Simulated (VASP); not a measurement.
Consider the following.

```
TiB2
1.0
    1.50870    -2.61315     0.00000
    1.50870     2.61315     0.00000
    0.00000     0.00000     3.17692
Ti B
1 2
Direct
  0.00000   0.00000   0.00000
  0.33333   0.66667   0.50000
  0.66667   0.33333   0.50000
```

Method: AM05 GGA, VASP's PBE PAW potentials (set 64) (plane waves; VASP). Settings: 520 eV cut-off, 13×13×11 Γ-centred mesh, tetrahedra with Blöchl corrections, potentials Ti_sv B.

The cores are frozen, which limits the accuracy of field gradients.

### Question
Give the principal components of the electric field gradient (V/Å²) and the asymmetry η at each nucleus.

### Answer

```tsv
atom	Vxx	Vyy	Vzz	η
Ti1	-8.8	-8.8	17.6	0.00
B2	-2.1	-2.1	4.1	0.00
B3	-2.1	-2.1	4.1	0.00
```

The compound is TiB2 in the AlB2 type structure. It was relaxed first.
